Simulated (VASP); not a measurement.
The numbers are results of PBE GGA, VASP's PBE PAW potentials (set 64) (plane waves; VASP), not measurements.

The input files of a VASP run:

### KPOINTS
```
Automatic mesh
0
Gamma
6 6 6
0 0 0
```

**INCAR**
```
! general
SYSTEM = BP
PREC   = Accurate
ENCUT  = 400
LREAL  = .FALSE.
LASPH  = .TRUE.

! electronic loop
EDIFF  = 1E-6
NELM   = 100
ALGO   = Normal

! smearing
ISMEAR = 0
SIGMA  = 0.01

! functional
GGA    = PE

! ions
ISIF   = 2

! output
LWAVE  = .FALSE.
LCHARG = .FALSE.
```

**POSCAR**
```
BP
1
    0.0000000000     2.2660700000     2.2660700000
    2.2660700000     0.0000000000     2.2660700000
    2.2660700000     2.2660700000     0.0000000000
B P
1 1
Direct
  0.0000000000   0.0000000000   0.0000000000
  0.2500000000   0.2500000000   0.2500000000
```

POTCAR, in this order: B P (PBE.64 set). Program: vasp_std.

Output of the run:

OSZICAR:
```
       N       E                     dE             d eps       ncg     rms          rms(c)
DAV:   1     0.712290822110E+01    0.71229E+01   -0.35020E+03   256   0.722E+02
DAV:   2    -0.134473630316E+02   -0.20570E+02   -0.19122E+02   432   0.987E+01
DAV:   3    -0.136327997662E+02   -0.18544E+00   -0.18544E+00   296   0.129E+01
DAV:   4    -0.136331796460E+02   -0.37988E-03   -0.37988E-03   424   0.575E-01
DAV:   5    -0.136331801824E+02   -0.53635E-06   -0.53635E-06   272   0.145E-02    0.725E+00
DAV:   6    -0.130128726296E+02    0.62031E+00   -0.16617E+00   280   0.701E+00    0.396E+00
DAV:   7    -0.129198407511E+02    0.93032E-01   -0.26289E-01   384   0.311E+00    0.130E+00
DAV:   8    -0.129115540693E+02    0.82867E-02   -0.28837E-02   288   0.116E+00    0.219E-01
DAV:   9    -0.129118706398E+02   -0.31657E-03   -0.49562E-04   344   0.202E-01    0.125E-01
DAV:  10    -0.129120747048E+02   -0.20406E-03   -0.29325E-04   304   0.136E-01    0.272E-02
DAV:  11    -0.129120854434E+02   -0.10739E-04   -0.13403E-05   360   0.317E-02    0.326E-02
DAV:  12    -0.129120861743E+02   -0.73087E-06   -0.31539E-06   264   0.115E-02
   1 F= -.12912086E+02 E0= -.12912086E+02  d E =-.799723E-32
```

OUTCAR:
```
------------------------ aborting loop because EDIFF is reached ----------------------------------------
  FORCE on cell =-STRESS in cart. coord.  units (eV):
  Direction    XX          YY          ZZ          XY          YZ          ZX
  --------------------------------------------------------------------------------------
  Total        0.2467453      0.2467453      0.2467453     -0.0000000      0.0000000     -0.0000000
  in kB       16.9867189     16.9867189     16.9867189     -0.0000000      0.0000000     -0.0000000
  external PRESSURE =      16.9867189 kB  Pullay stress =       0.0000000 kB
  volume of cell :       23.27
      direct lattice vectors                 reciprocal lattice vectors
     0.000000000  2.266070000  2.266070000    -0.220646317  0.220646317  0.220646317
     2.266070000  0.000000000  2.266070000     0.220646317 -0.220646317  0.220646317
     2.266070000  2.266070000  0.000000000     0.220646317  0.220646317 -0.220646317
  FREE ENERGIE OF THE ION-ELECTRON SYSTEM (eV)
  ---------------------------------------------------
  free  energy   TOTEN  =       -12.9120861743 eV

  energy  without entropy=      -12.9120861743  energy(sigma->0) =      -12.91208617
```
(Selected blocks of OUTCAR.)

At this cut-off the stress carries a Pulay error, which pulls relaxed volumes low.

The structure comes from a computed database's BP entry; how it stands against other phases isn't given here. The cell was not relaxed at this level. The run is one of a series of settings (KPOINTS 6×6×6 Γ-centred mesh against the base run), some of them coarse on purpose.
